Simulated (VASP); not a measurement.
TiBr2: single point with LDA+U

Crystal: TiBr2.

```
CELL_PARAMETERS angstrom
2.07167 1.19608 6.26345
-2.07167 1.19608 6.26345
0.00000 -2.39216 6.26345
ATOMIC_POSITIONS crystal
Ti 0.00000 0.00000 0.00000
Br 0.25200 0.25200 0.25200
Br 0.74800 0.74800 0.74800
```

The cell was built by a generator and needn't be a form met in nature.

```yaml
Program: VASP 6.6.1
Task: single point
Functional: LDA
Potentials_or_basis: VASP PAW LDA potentials, release 64 (Ti_sv, Br)
Cutoff: 520 eV
k_mesh: 5 × 5 × 5
Occupations: gaussian, width 0.05 eV
Spin: collinear spin, random start
Starting_moments: "[-0.94, 0.0, 0.0] μB"
Hubbard_terms: Ti d U = 6 eV
Further_INCAR_settings: ALGO = Normal; EDIFF = 1e-06; NBANDS = 24
```

* Pressure: -4.5 GPa
* Largest force: 0.579 eV/Å
* Band gap on the k mesh: 2.68 eV, indirect (least direct gap 3.28 eV)
* Net moment: -2.00 μB per cell
* Site moments: Ti -1.74; Br +0.01 μB
* Valence electrons inside the program's atomic spheres: Ti 10.04; Br 4.87

Forces on the atoms (eV/Å):
```
Ti   0.000  0.000  0.000
Br   0.000  0.000  0.579
Br   0.000  0.000 -0.579
```

Stress tensor (GPa, compression positive):
```
-4.97  0.00  0.00
 0.00 -4.97  0.00
 0.00  0.00 -3.71
```

Levels at points of the mesh, in eV from the valence-band top:
Spin up:
| k point | band 8 | band 9 | band 10 | band 11 | band 12 | band 13 | band 14 | band 15 | band 16 | band 17 |
| --- | --- | --- | --- | --- | --- | --- | --- | --- | --- | --- |
| (0.00, 0.00, 0.00) | -2.15 | -2.15 | -1.41 | -1.41 | -1.03 | 3.00 | 4.76 | 4.77 | 4.77 | 4.78 |
Spin down:
| k point | band 11 | band 12 | band 13 | band 14 | band 15 | band 16 | band 17 | band 18 |
| --- | --- | --- | --- | --- | --- | --- | --- | --- |
| (0.00, 0.00, 0.00) | -1.44 | -1.04 | -0.60 | -0.60 | 2.68 | 3.98 | 4.51 | 4.62 |

Eigenvalues of the final occupation matrices:
```tsv
site	spin	trace	eigenvalues
site 1 d	1	0.10	0.01 0.01 0.01 0.04 0.04
site 1 d	2	1.83	0.01 0.05 0.05 0.85 0.85
```

It took 5.2 min on 1 thread of Intel(R) Xeon(R) Platinum 8488C (Sapphire Rapids) (shared host), peak memory 0.33 GiB.

Caveat: an odd mesh through Γ misses points on the zone boundary, where band edges often lie. The state reached can hang on the start; a lower one may exist.
